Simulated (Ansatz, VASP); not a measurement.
**Two plane-wave programs on YHfF3**

```
Y Hf F
1.0
     4.43473    0.00000    0.00000
     0.00000    4.43473    0.00000
     0.00000    0.00000    4.43473
Y Hf F
1 1 3
Direct
  0.50000 0.50000 0.50000
  0.00000 0.00000 0.00000
  0.50000 0.00000 0.00000
  0.00000 0.50000 0.00000
  0.00000 0.00000 0.50000
```

Alike in both runs: functional PBE; k mesh 4 × 4 × 4; occupations gaussian, width 0.1 eV; no spin polarisation.

Ansatz relaxed the structure, and its values are those at the end. VASP's run is a single point on that final structure, the one shown.

|  | VASP | Ansatz |
| --- | --- | --- |
| version | VASP 6.6.1 | Ansatz 0.2.0 |
| potentials or method | VASP PAW PBE potentials, release 64 (Y_sv, Hf_pv, F) | scalar-relativistic, plane waves, PAW |
| plane-wave cutoff (eV) | 520 | 420 |
| valence electrons in the cell | 42 | 58 |

|  | VASP | Ansatz | Ansatz less VASP |
| --- | --- | --- | --- |
| gap on the k mesh at the Fermi level (eV) | none | none | - |
| pressure (GPa) | -1.3 | -0.1 | +1.13 |

A gap of «none» marks a metal or a gap that the smearing closes. With one functional, cell and mesh, what is left measures potentials, basis and numerics. The two sets of potentials don't hold the same shells in valence.

Spin-orbit coupling is left out, which matters for the levels of Hf.
